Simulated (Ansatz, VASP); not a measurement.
# Si3B: VASP beside Ansatz

Contents of INCAR:

```
  PREC = Accurate
  ENCUT = 520
  EDIFF = 1E-7
  ISMEAR = 0
  SIGMA = 0.1
  LREAL = False
  LASPH = True
  NELM = 60
  ALGO = Normal
  ISIF = 2
  LWAVE = False
  LCHARG = False
  GGA = PE
  NBANDS = 25
```

Contents of KPOINTS:

```
Automatic mesh
0
Gamma
  4 4 4
```

The input POSCAR:

```
Si3B
1.0
    0.0000000000      3.8357766600      3.8357766600
    3.8357766600      0.0000000000      3.8357766600
    3.8357766600      3.8357766600      0.0000000000
Si B
6 2
Direct
    0.8061538400      0.1938461600      0.1938461600
    0.1938461600      0.8061538400      0.8061538400
    0.1938461600      0.8061538400      0.1938461600
    0.8061538400      0.1938461600      0.8061538400
    0.1938461600      0.1938461600      0.8061538400
    0.8061538400      0.8061538400      0.1938461600
    0.2500000000      0.2500000000      0.2500000000
    0.7500000000      0.7500000000      0.7500000000
```

Input for Ansatz:

```yaml
crystal:
  lattice:
    - [0.0, 3.83577666, 3.83577666]
    - [3.83577666, 0.0, 3.83577666]
    - [3.83577666, 3.83577666, 0.0]
  atoms:
    - { symbol: Si, position: [0.80615384, 0.19384616, 0.19384616] }
    - { symbol: Si, position: [0.19384616, 0.80615384, 0.80615384] }
    - { symbol: Si, position: [0.19384616, 0.80615384, 0.19384616] }
    - { symbol: Si, position: [0.80615384, 0.19384616, 0.80615384] }
    - { symbol: Si, position: [0.19384616, 0.19384616, 0.80615384] }
    - { symbol: Si, position: [0.80615384, 0.80615384, 0.19384616] }
    - { symbol: B, position: [0.25, 0.25, 0.25] }
    - { symbol: B, position: [0.75, 0.75, 0.75] }
basis:
  ecutwfc: 420
kpoints:
  mp_grid: { grid: [4, 4, 4] }
hamiltonian:
  xc: pbe
scf:
  occupations: { method: gaussian, width: 0.1 }
  lower_state_search: "off"
output:
  forces: true
  stress: true
  eigenvalues: true
```

Alike in both runs: task single point; functional PBE; k mesh 4 × 4 × 4; occupations gaussian, width 0.1 eV; no spin polarisation.

|  | VASP | Ansatz |
| --- | --- | --- |
| version | VASP 6.6.1 | Ansatz 0.2.0 |
| potentials or method | VASP PAW PBE potentials, release 64 (Si, B) | scalar-relativistic, plane waves, PAW |
| plane-wave cutoff (eV) | 520 | 420 |
| valence electrons in the cell | 30 | 30 |

```tsv
	VASP	Ansatz	Ansatz less VASP
gap on the k mesh at the Fermi level (eV)	none	none	-
rms of the force components (eV/Å)	5.363	5.397	+0.0335
```

Atom by atom the forces differ by 0.033 eV/Å (rms over components). A gap of «none» marks a metal or a gap that the smearing closes. With one functional, cell and mesh, what is left measures potentials, basis and numerics.

Caveats: forces of over 1 eV/Å show positions far from the minimum, so gaps and moduli don't describe the material at rest.
